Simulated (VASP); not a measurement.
The input files of a VASP run:

POSCAR:
```
FeO
1
    4.4369510000     2.2184760000     2.2184760000
    2.2184760000     4.4369510000     2.2184760000
    2.2184760000     2.2184760000     4.4369510000
Fe O
2 2
Direct
  0.0000000000   0.0000000000   0.0000000000
  0.5000000000   0.5000000000   0.5000000000
  0.2500000000   0.2500000000   0.2500000000
  0.7500000000   0.7500000000   0.7500000000
```

File KPOINTS:
```
K-points
0
G
  7 7 7
```

INCAR:
```
SYSTEM=FeO
PREC=Accurate; ENCUT=400; LREAL=.FALSE.
LASPH=.TRUE.
EDIFF=1E-6; NELM=100; ALGO=Normal
LMAXMIX=4
ISMEAR=-1; SIGMA=0.01
GGA=PS
MAGMOM=4.0 -4.0 2*0.0
ISPIN=2
ISIF=2
LWAVE=.FALSE.; LCHARG=.FALSE.; LORBIT=11
```

POTCAR, in this order: Fe O (PBE.64 set). Program: vasp_std.

**Question.** Write an equivalent input for Quantum ESPRESSO's pw.x.

**Answer.** One equivalent input (not run):
```
&CONTROL
  calculation = 'scf'
  pseudo_dir = './pseudo'
  outdir = './out'
  tprnfor = .true.
  tstress = .true.
/
&SYSTEM
  ibrav = 0
  nat = 4
  ntyp = 3
  ecutwfc = 90
  occupations = 'smearing'
  smearing = 'fermi-dirac'
  degauss = 0.000735
  input_dft = 'pbesol'
  nspin = 2
  starting_magnetization(1) = 0.4
  starting_magnetization(2) = -0.4
/
&ELECTRONS
  conv_thr = 7.3e-08
  electron_maxstep = 100
/
ATOMIC_SPECIES
  Fe1 55.845 Fe.upf
  Fe2 55.845 Fe.upf
  O 15.999 O.upf
CELL_PARAMETERS angstrom
     4.4369510    2.2184760    2.2184760
     2.2184760    4.4369510    2.2184760
     2.2184760    2.2184760    4.4369510
ATOMIC_POSITIONS crystal
  Fe1  0.0000000  0.0000000  0.0000000
  Fe2  0.5000000  0.5000000  0.5000000
  O    0.2500000  0.2500000  0.2500000
  O    0.7500000  0.7500000  0.7500000
K_POINTS automatic
  7 7 7 0 0 0
```
Limits of the translation: the potentials are each code's own (VASP's PAW set, PseudoDojo norm-conserving files in pw.x), so ENCUT and ecutwfc are chosen apart and not converted; conv_thr bounds pw.x's estimated SCF error, while EDIFF bounds the energy change between steps; starting_magnetization is a fraction of the valence charge and MAGMOM a moment in μB, so they match only roughly.

The structure is a typed FeO crystal. The cell was not relaxed at this level. The k-mesh is coarse (spacing up to 0.34 per Å, 2π included), so the numbers may not be converged in it. The run is one of a series of settings (GGA = PS against the base run), some of them coarse on purpose.
